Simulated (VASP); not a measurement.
Computed with PBE GGA, VASP's PBE PAW potentials (set 64) (plane waves; VASP).

VASP ran on this input.

### INCAR
```
SYSTEM = Sr
PREC = Accurate; ENCUT = 520; LREAL = .False.
LASPH = .True.
EDIFF = 1E-7; NELM = 100; ALGO = Normal
LMAXMIX = 4
ISMEAR = 0; SIGMA = 0.05
GGA = PE
ISIF = 2
LWAVE = .False.; LCHARG = .False.
```

### KPOINTS
```
Regular mesh
0
gamma
 8 8 8
```

POSCAR:
```
Sr
1
    0.0000000000     3.0097048105     3.0097048105
    3.0097048105     0.0000000000     3.0097048105
    3.0097048105     3.0097048105     0.0000000000
Sr
1
Direct
  0.0000000000   0.0000000000   0.0000000000
```

POTCAR, in this order: Sr_sv (PBE.64 set). Program: vasp_std.

**Question.** Estimate the energy per atom (σ→0), band gap (on the k-mesh).

**Answer.** 
```json
{
  "energy per atom (σ→0)": "-1.643 eV/atom",
  "band gap (on the k-mesh)": "none (metal, semimetal or under 0.01 eV)"
}
```

OSZICAR:
```
...
DAV:   8    -0.164323006718E+01    0.43897E-05   -0.17214E-03   797   0.257E-01    0.117E-01
DAV:   9    -0.164324917313E+01   -0.19106E-04   -0.21999E-05   702   0.551E-02    0.370E-02
DAV:  10    -0.164326135300E+01   -0.12180E-04   -0.76366E-06   625   0.286E-02    0.283E-02
DAV:  11    -0.164326084919E+01    0.50382E-06   -0.37759E-07   767   0.617E-03    0.104E-02
DAV:  12    -0.164326019823E+01    0.65095E-06   -0.24634E-07   646   0.393E-03    0.273E-03
DAV:  13    -0.164326032448E+01   -0.12625E-06   -0.11239E-08   349   0.115E-03    0.142E-04
DAV:  14    -0.164326033912E+01   -0.14645E-07   -0.16348E-09   315   0.316E-04
   1 F= -.16432603E+01 E0= -.16426937E+01  d E =-.113336E-02
```

The compound is Sr in the fcc structure. It was relaxed first.
